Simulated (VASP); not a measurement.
Given:

```
CELL_PARAMETERS angstrom
      0.00000     3.02140     3.02140
      3.02140     0.00000     3.02140
      3.02140     3.02140     0.00000
ATOMIC_POSITIONS crystal
  Pb 0.00000 0.00000 0.00000
  Se 0.50000 0.50000 0.50000
```

Calculation: LDA (Ceperley-Alder, Perdew-Zunger), VASP's LDA PAW potentials (set 64) (plane waves; VASP). Settings: 520 eV cut-off, 9×9×9 Γ-centred mesh, tetrahedra with Blöchl corrections, potentials Pb_d Se.

Q: The job: PbSe (rock salt), 2 atoms, LDA, static run, 520 eV, 9×9×9 Γ-centred mesh. Roughly how much core time does it take on a busy server core?

A: About 20 core-seconds (one run on a shared machine, a rough figure). It had 35 irreducible k-points, 14 bands, up to 1498 plane waves and 13 electronic steps.

The compound is PbSe in the rock salt structure. It was relaxed first.
